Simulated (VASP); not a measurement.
Runs of VASP 6.6.1 on Co. The structure is hexagonal, space group P6_3/mmc (No. 194). Conventional cell: a = 2.453 Å, b = 2.453 Å, c = 3.961 Å, α = 90.00°, β = 90.00°, γ = 120.00°. Around Co (site symmetry -6m2) lie 12 Co at 2.43 to 2.45 Å. 

| level | k mesh | cutoff (eV) | smearing | gap on the mesh (eV) | pressure (GPa) | moment (μB) |
| --- | --- | --- | --- | --- | --- | --- |
| r2SCAN | 21 × 21 × 10 | 520 | gaussian 0.1 eV | none | 6.9 | 3.43 |
| PBEsol | 21 × 21 × 10 | 700 | gaussian 0.1 eV | none | 0.1 | 3.10 |
| PBEsol | 21 × 21 × 10 | 520 | gaussian 0.5 eV | none | 0.3 | (a) |
| PBEsol | 30 × 30 × 16 | 520 | gaussian 0.1 eV | none | 0.3 | 3.13 |
| PBEsol | 21 × 21 × 10 | 900 | gaussian 0.1 eV | none | 0.1 | 3.10 |

Alike in all rows: task single point; potentials or basis VASP PAW PBE potentials, release 64 (Co); spin collinear, ferromagnetic start; cell as given.

Task: Fill in the values left out.

Result: (a) 2.93.

Caveats: the PAW data sets were made with another functional, which shifts forces and pressure a little.

A gap of «none» marks a metal or a gap under the smearing width.
